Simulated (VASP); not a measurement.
These are r2SCAN+rVV10, VASP's PBE PAW potentials (set 64) (plane waves; VASP) values and carry that method's errors.

VASP ran on this input.

### KPOINTS
```
kpoints
0
Gamma
 13 13 10
0 0 0
```

INCAR:
```
ALGO = Normal
BPARAM = 11.95
CPARAM = 0.0093
EDIFF = 1E-7
ENCUT = 520
ISIF = 2
ISMEAR = -5
LASPH = .True.
LCHARG = .False.
LEFG = .True.
LMAXMIX = 6
LMIXTAU = .True.
LORBIT = 11
LREAL = .False.
LUSE_VDW = .True.
LWAVE = .False.
METAGGA = R2SCAN
NEDOS = 601
NELM = 100
PREC = Accurate
SYSTEM = HfB2
```

**POSCAR**
```
HfB2
1
    1.5649041117    -2.7104936602    -0.0000000000
    1.5649041117     2.7104936602     0.0000000000
    0.0000000000     0.0000000000     3.4768155091
Hf B
1 2
Direct
  1.0000000000   1.0000000000   0.0000000000
  0.3333330000   0.6666670000   0.5000000000
  0.6666670000   0.3333330000   0.5000000000
```

File KPOINTS_OPT:
```
k-points along high-symmetry lines
6
Line-mode
Reciprocal
  0.000000   0.000000   0.000000 ! GAMMA
 -0.000000   0.500000   0.000000 ! M

 -0.000000   0.500000   0.000000 ! M
 -0.333333   0.666667   0.000000 ! K

 -0.333333   0.666667   0.000000 ! K
  0.000000   0.000000   0.000000 ! GAMMA

  0.000000   0.000000   0.000000 ! GAMMA
  0.000000   0.000000   0.500000 ! A

  0.000000   0.000000   0.500000 ! A
 -0.000000   0.500000   0.500000 ! L

 -0.000000   0.500000   0.500000 ! L
 -0.333333   0.666667   0.500000 ! H

 -0.333333   0.666667   0.500000 ! H
  0.000000   0.000000   0.500000 ! A

 -0.000000   0.500000   0.500000 ! L
 -0.000000   0.500000   0.000000 ! M

 -0.333333   0.666667   0.500000 ! H
 -0.333333   0.666667   0.000000 ! K
```

POTCAR, in this order: Hf_pv B (PBE.64 set). Program: vasp_std.

### Question
What will the output report for the number of irreducible k-points (NKPTS), largest plane-wave count, number of space-group operations, FFT grid (NGX, NGY, NGZ)?

### Answer

```json
{
 "number of irreducible k-points (NKPTS)": "126",
 "largest_plane_wave_count": "816",
 "number_of_space_group_operations": "24",
 "FFT grid (NGX, NGY, NGZ)": "24 × 24 × 28"
}
```

The compound is HfB2 in the AlB2 type structure. It was relaxed first.
